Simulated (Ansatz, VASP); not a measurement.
# Cross-check of HfO2 between VASP and Ansatz

One calculation is typed for both programs; each brings its own data sets. How far apart do they land? The structure shown is the start of the Ansatz relaxation below; VASP solves that cell, so the two are compared at the walk's first step.

Program: Ansatz 0.2.0. Level of theory: plane waves, with VASP 6.6.1 beside it; single point at LDA. Results are calculated unless marked as measured.

## 1. The starting structure

Symmetry: P2_1/c, No. 14, monoclinic system. The conventional cell has a = 4.997 Å, b = 5.089 Å, c = 5.215 Å, α = 90.00°, β = 99.48°, γ = 90.00°. O has 4 Hf at 2.11 to 2.19 Å nearest. Nearest to O lie 3 Hf at 2.01 to 2.12 Å. Nearest to Hf lie 7 O at 2.01 to 2.19 Å. Farther neighbours and most contacts between anions are not listed.

## 2. Ansatz: relaxation, LDA

Ansatz runs on its PAW soft_1 files.

The two programs are compared at the cell with which this relaxation starts, whose forces are those of its first step.

Input file input.yaml:

```yaml
crystal:
  lattice:
    - [4.9973084974, 0.0, -0.0102192858]
    - [0.0, 5.0892254103, 0.0]
    - [-0.8487198216, 0.0, 5.1453209765]
  atoms:
    - { symbol: O, position: [0.4462666773, 0.7585054776, 0.4812600147] }
    - { symbol: O, position: [0.5537333227, 0.2585054776, 0.0187399853] }
    - { symbol: O, position: [0.5537333227, 0.2414945224, 0.5187399853] }
    - { symbol: O, position: [0.4462666773, 0.7414945224, 0.9812600147] }
    - { symbol: O, position: [0.072890212, 0.3408264828, 0.3377599718] }
    - { symbol: O, position: [0.927109788, 0.8408264828, 0.1622400282] }
    - { symbol: O, position: [0.927109788, 0.6591735172, 0.6622400282] }
    - { symbol: O, position: [0.072890212, 0.1591735172, 0.8377599718] }
    - { symbol: Hf, position: [0.2777668156, 0.0427575927, 0.2083402465] }
    - { symbol: Hf, position: [0.7222331844, 0.5427575927, 0.2916597535] }
    - { symbol: Hf, position: [0.7222331844, 0.9572424073, 0.7916597535] }
    - { symbol: Hf, position: [0.2777668156, 0.4572424073, 0.7083402465] }
kpoints:
  mp_grid: { grid: [4, 4, 4] }
hamiltonian:
  xc: lda
  pseudopotentials: { kind: paw, azcp: { folder: soft_1 }, xc_functional: pbe }
scf:
  occupations: { method: fixed }
output:
  forces: true
  stress: true
  eigenvalues: true
relax:
  adjacent_minimum: "off"
  f_tol: 0.001
  max_steps: 60
  cell: { stress_tol: 0.01, fix: [a, b, gamma] }
```

The run is started by

```console
ansatz run input.yaml --threads 8 --pin off --max-ram 20480MiB --backend cpu --events-out ev --progress --plain --runs-dir out
```

Numbers of over 12 decimals in the logs are rounded to 6 here.

What it wrote:

```text
Engine: ansatz 0.2.0, aarch64-unknown-linux-gnu
Pseudopotentials: kind: paw
Pseudopotential: O, paw, valence charge 6, recommended cutoff 420 eV (normal), soft_1/O.paw.azcp
Pseudopotential: Hf, paw, valence charge 26, recommended cutoff 420 eV (normal), soft_1/Hf.paw.azcp
Functional definition: SPW92
  exchange = slater_x
  correlation = pw_c
Crystal: 12 atoms, lattice volume = 130.814 Å³
Basis set: ecut = 420 eV, 2551 PW (Γ)
Bands: 92, of which v1, the nominal top of the filled ones, is band 76 counted from 1 (75 counted from 0)
Symmetry: 4 space group operations
Space group: P21/c (ITA 14), of the structure as read, at distance tolerance 5.1e-5 Å
k-points: 30 of 64
Non-local potential: O, projectors of the file, l = 0: 2, l = 1: 2, l = 2: 1
Non-local potential: Hf, projectors of the file, l = 0: 3, l = 1: 2, l = 2: 2, l = 3: 3
PAW form: soft (Blöchl's): semilocal exchange-correlation on the pseudo side does not see the compensation charge
PAW frozen core: O, regenerated for the run's functional, and the local potential with it (the file was generated under x = pbe(κ = 0.804, μ = 0.219515), c = pbe(β = 0.066725))
PAW frozen core: Hf, regenerated for the run's functional, and the local potential with it (the file was generated under x = pbe(κ = 0.804, μ = 0.219515), c = pbe(β = 0.066725))
PAW one-centre angular grid: O, 110 points (default); XC on 64 Gauss nodes
PAW one-centre angular grid: Hf, 590 points (default); XC on 64 Gauss nodes
Initial density: superposition of atomic densities (chi_scale 0.1, normalization cell, long waves kept (reshape's long-wave potential 0.02 eV rms))
Initial wavefunctions: pseudopotential atomic-orbital guess
Functional: x = slater, c = lda
SCF iter   1: F=—  HF=-66378.691549 eV  |F-HF|=—  |Δ(HF+E_count)|=         —  Δρ=9.39e-2  dr2=9.88e0  ethr=3.10e-3  ⟨swp⟩=4.7  Hψ=7825  notcnv=0  defer=383
preconditioner: auto → Resta (q_TF=auto, 2.797 Å⁻¹)  ε∞=5.0  [insulator: Δε(μ)=3.078 eV  Ē_g=19.455 eV  n_scr=48 (ndim 8)  ℏωp=39.0 eV  f_vac=0.002  ε∞_Penn≈5.0]
SCF iter   2: F=—  HF=-66376.186478 eV  |F-HF|=—  |Δ(HF+E_count)|=    2.51e0  Δρ=4.27e-2  dr2=2.34e0  ethr=3.10e-3  ⟨swp⟩=2.3  Hψ=5535  notcnv=0  defer=351
SCF iter   3: F=—  HF=-66375.394970 eV  |F-HF|=—  |Δ(HF+E_count)|=   7.92e-1  Δρ=2.26e-2  dr2=7.01e-1  ethr=1.54e-3  ⟨swp⟩=2.0  Hψ=4289  notcnv=0  defer=414
SCF iter   4: F=—  HF=-66375.150935 eV  |F-HF|=—  |Δ(HF+E_count)|=   2.44e-1  Δρ=8.01e-3  dr2=6.26e-2  ethr=4.61e-4  ⟨swp⟩=2.9  Hψ=4864  notcnv=0  defer=417
SCF iter   5: F=—  HF=-66375.170511 eV  |F-HF|=—  |Δ(HF+E_count)|=   1.96e-2  Δρ=4.19e-3  dr2=2.21e-2  ethr=4.12e-5  ⟨swp⟩=2.0  Hψ=4555  notcnv=0  defer=420
SCF iter   6: F=—  HF=-66375.158810 eV  |F-HF|=—  |Δ(HF+E_count)|=   1.17e-2  Δρ=8.28e-4  dr2=8.16e-4  ethr=1.46e-5  ⟨swp⟩=2.0  Hψ=4804  notcnv=0  defer=420
SCF iter   7: F=—  HF=-66375.159972 eV  |F-HF|=—  |Δ(HF+E_count)|=   1.16e-3  Δρ=4.74e-4  dr2=2.53e-4  ethr=5.37e-7  ⟨swp⟩=2.0  Hψ=4765  notcnv=0  defer=417
SCF iter   8: F=—  HF=-66375.159953 eV  |F-HF|=—  |Δ(HF+E_count)|=   1.93e-5  Δρ=2.31e-4  dr2=5.05e-5  ethr=1.67e-7  ⟨swp⟩=2.0  Hψ=4736  notcnv=0  defer=306
SCF iter   9: F=—  HF=-66375.159948 eV  |F-HF|=—  |Δ(HF+E_count)|=   4.53e-6  Δρ=5.74e-5  dr2=4.08e-6  ethr=3.32e-8  ⟨swp⟩=2.0  Hψ=4474  notcnv=0  defer=304
SCF iter  10: F=—  HF=-66375.159948 eV  |F-HF|=—  |Δ(HF+E_count)|=   2.46e-7  Δρ=1.13e-5  dr2=1.80e-7  ethr=2.69e-9  ⟨swp⟩=2.2  Hψ=3648  notcnv=0  defer=304
SCF iter  11: F=-66375.159948 eV  HF=-66375.159948 eV  |F-HF|=1.60e-10  |Δ(HF+E_count)|=   2.37e-8  Δρ=2.73e-6  dr2=9.96e-9  ethr=6.58e-11  ⟨swp⟩=13.0  Hψ=15231  notcnv=0
SCF 1 converged in 11 iterations: F = -66375.159948 eV  dr2 = 9.96e-9
  greatest PAW one-centre occupation: 0.999 electrons in one spin orbital (limit 2), on the Hf atom at site 10 (counted from 0), in its partial waves of l = 3
relax step   1: F+E_penalty+E_count = -66375.15994839 eV  Δ(F+E_penalty+E_count) = +0.000e0 eV  max|allowed force component| = 1.877e-1 eV/Å  Δτ_max = 0.0000 Å  P = +5.733 GPa  Ω = 130.814 Å³  fix = [a, b, gamma]  reactions: a +6.840, b +6.921 GPa  (11 SCF iters, dr2 threshold 1.00e-7 eV, accepted)
Crystal: 12 atoms, lattice volume = 132.177 Å³
Basis set: ecut = 420 eV, 2581 PW (Γ)
Initial density: handed on by an earlier stage of this run
Initial wavefunctions: those handed on with the density
iter 1 solved again at ethr=5.57e-6 eV; its pass at ethr=3.10e-3 eV (dr2=8.46e-3 eV) is discarded
SCF iter   1: F=—  HF=-66375.170748 eV  |F-HF|=—  |Δ(HF+E_count)|=         —  Δρ=3.18e-3  dr2=8.68e-3  ethr=5.57e-6  ⟨swp⟩=2.0  Hψ=10326  notcnv=0  defer=420
preconditioner: auto → Resta (q_TF=auto, 2.793 Å⁻¹)  ε∞=5.5  [insulator: Δε(μ)=3.926 eV  Ē_g=18.242 eV  n_scr=48 (ndim 8)  ℏωp=38.8 eV  f_vac=0.066  ε∞_Penn≈5.5]
[...]
preconditioner: auto → Resta (q_TF=auto, 2.793 Å⁻¹)  ε∞=5.5  [insulator: Δε(μ)=3.954 eV  Ē_g=18.262 eV  n_scr=48 (ndim 8)  ℏωp=38.8 eV  f_vac=0.065  ε∞_Penn≈5.5]
SCF iter   2: F=—  HF=-66375.177945 eV  |F-HF|=—  |Δ(HF+E_count)|=   3.12e-6  Δρ=2.73e-6  dr2=5.41e-9  ethr=1.73e-11  ⟨swp⟩=4.2  Hψ=7289  notcnv=0  defer=339
SCF iter   3: F=—  HF=-66375.177945 eV  |F-HF|=—  |Δ(HF+E_count)|=  8.15e-10  Δρ=1.55e-6  dr2=1.55e-9  ethr=3.56e-12  ⟨swp⟩=2.1  Hψ=4442  notcnv=0  defer=339
SCF iter   4: F=—  HF=-66375.177945 eV  |F-HF|=—  |Δ(HF+E_count)|=  1.16e-10  Δρ=5.72e-7  dr2=3.50e-10  ethr=1.02e-12  ⟨swp⟩=2.0  Hψ=3917  notcnv=0  defer=339
SCF iter   5: F=—  HF=-66375.177945 eV  |F-HF|=—  |Δ(HF+E_count)|=  7.28e-11  Δρ=1.75e-7  dr2=6.85e-11  ethr=1.00e-12  ⟨swp⟩=2.0  Hψ=4223  notcnv=0  defer=339
SCF iter   6: F=—  HF=-66375.177945 eV  |F-HF|=—  |Δ(HF+E_count)|=  1.46e-11  Δρ=9.79e-8  dr2=1.11e-11  ethr=1.00e-12  ⟨swp⟩=1.0  Hψ=2450  notcnv=0  defer=339
SCF iter   7: F=-66375.177945 eV  HF=-66375.177945 eV  |F-HF|=1.46e-11  |Δ(HF+E_count)|=    0.00e0  Δρ=3.94e-8  dr2=1.42e-12  ethr=1.00e-12  ⟨swp⟩=13.9  Hψ=17688  notcnv=0
SCF 10 converged in 7 iterations: F = -66375.177945 eV  dr2 = 1.42e-12
relax step  10: F+E_penalty+E_count = -66375.17794496 eV  Δ(F+E_penalty+E_count) = -2.175e-4 eV  max|allowed force component| = 6.085e-4 eV/Å  Δτ_max = 0.0000 Å  P = +3.056 GPa  Ω = 132.087 Å³  fix = [a, b, gamma]  reactions: a +4.251, b +4.909 GPa  stress off target by 8.53e-3 GPa on what of the cell is left free  SCF on the basis re-selected at this cell (its energy is not comparable with the rows above)  (7 SCF iters)
basis re-selected at this cell: Δ(F+E_penalty+E_count) = -2.175e-4 eV, ΔP = +0.002 GPa vs the last step (what re-selecting the basis moved, of the pressure what is left beyond the Pulay correction that the steps carried, after the strain that the cell walked since its last selection, with what the two solves' SCF thresholds leave and, on support functions, any second-order correction that the steps lacked; it is no m [...]
SCF converged after 7 iterations
Free energy (F): -66375.177945 eV
Harris-Foulkes:  -66375.177945 eV  (|F-HF|=1.46e-11)
Internal energy: -66375.177945 eV  (E = F + TS)
E sigma→0 (E₀):  -66375.177945 eV
Fermi energy:    13.387024 eV
--- Per-component energies (eV) ---
  E_band       = -82.202426
  E_kinetic    = 2980.002282
  E_local      = -29087.275229  (includes V_loc(G=0)·N_el)
  E_nonlocal   = 750.522500
  E_hartree    = 13836.966241
  E_xc         = -1623.828789
  E_vxc        = -1748.262191  (∫ρ·V_xc dr)
  E_paw        = -31049.002850  (= ΣΔE_a)
  E_vpaw       = -651.129042  (= ΣTr[D̂ρ^β])
  E_aug_tail   = 0.006765  (compensation charges beyond the density's cutoff)
  E_ewald      = -22193.172590
  E_core_change = 10.603724  (= ΣΔE_core)
  E_smearing   = -0.000000  (= −TS)
  E_closure    = 0.000000  (closes the sum)
  Σ components = -66375.177945   (vs F -66375.177945, Δ=0.00e0)
--- Forces (eV/Å), atoms counted from 1 ---
  atom   1  O      0.00010205    -0.00016170    -0.00015431
  atom   2  O     -0.00010205    -0.00016170     0.00015431
  atom   3  O     -0.00010205     0.00016170     0.00015431
  atom   4  O      0.00010205     0.00016170    -0.00015431
  atom   5  O     -0.00031100    -0.00004288     0.00009931
  atom   6  O      0.00031100    -0.00004288    -0.00009931
  atom   7  O      0.00031100     0.00004288    -0.00009931
  atom   8  O     -0.00031100     0.00004288     0.00009931
  atom   9  Hf     0.00060847    -0.00034269     0.00014758
  atom  10  Hf    -0.00060847    -0.00034269    -0.00014758
  atom  11  Hf    -0.00060847     0.00034269    -0.00014758
  atom  12  Hf     0.00060847     0.00034269     0.00014758
  max |Σ_I F_I| component: 1.08e-19 eV/Å
--- Stress (GPa, compression-positive) ---
        4.251331       0.000000      -0.002574
        0.000000       4.908744       0.000000
       -0.002574       0.000000       0.008193
  P = ⅓ Tr σ = 3.0561 GPa (30.561 kbar)
--- Band table (eV; the first three rows and the last of 30) ---
  k-point 0: bands = [... 72 lower, 12.7937, 12.9741, 13.2677, 13.3870, 17.8397, 18.6733, 18.6927, 18.9026, ... 12 higher]
  k-point 1: bands = [... 72 lower, 12.5714, 12.8905, 13.0792, 13.1945, 17.9685, 18.3843, 18.6505, 19.0799, ... 12 higher]
  k-point 2: bands = [... 72 lower, 12.5356, 12.5356, 12.9498, 12.9498, 18.1732, 18.1732, 18.7675, 18.7675, ... 12 higher]
  k-point 29: bands = [... 72 lower, 12.3298, 12.3298, 12.6854, 12.6854, 17.9372, 17.9372, 18.6679, 18.6679, ... 12 higher]
--- Relaxed structure (8 steps of the walk, 8 accepted, 2 SCFs on fresh bases) ---
  F+E_penalty+E_count = -66375.17794496 eV   max|allowed force component| = 6.085e-4 eV/Å   (the final SCF, on the basis selected at the relaxed cell)
  cell:  # Å, volume = 132.0872 Å³
    - [4.997316, 0.0, -0.00501502]
    - [0, 5.0892254103, 0]
    - [-0.843262, 0, 5.194491]
  atoms:
    - { symbol: O, position: [0.443944, 0.758686, 0.480406] }
    - { symbol: O, position: [0.556056, 0.258686, 0.019594] }
    - { symbol: O, position: [0.556056, 0.241314, 0.519594] }
    - { symbol: O, position: [0.443944, 0.741314, 0.980406] }
    - { symbol: O, position: [0.072570, 0.337925, 0.341659] }
    - { symbol: O, position: [0.927430, 0.837925, 0.158341] }
    - { symbol: O, position: [0.927430, 0.662075, 0.658341] }
    - { symbol: O, position: [0.072570, 0.162075, 0.841659] }
    - { symbol: Hf, position: [0.278658, 0.042803, 0.208643] }
    - { symbol: Hf, position: [0.721342, 0.542803, 0.291357] }
    - { symbol: Hf, position: [0.721342, 0.957197, 0.791357] }
    - { symbol: Hf, position: [0.278658, 0.457197, 0.708643] }
```

Reading the cycles: dr2 is the Hartree energy of the density residual (eV), the measure of convergence; HF is the Harris–Foulkes estimate of the energy, which meets the free energy F at convergence.

[end of part 1 of 3]

[Lines on the potential files, build, host, timing and source positions are cut from VASP's logs without a mark.]

[Logs are printed without paths, hosts, clocks, repeated set-up lines and the standing remarks that a program may print on its own settings, such as how far it seeks lower states.]

[Hosts, paths, dates, database ids (printed as entryN), source tags and the programs' standing remarks are cut or masked in the printed files.]
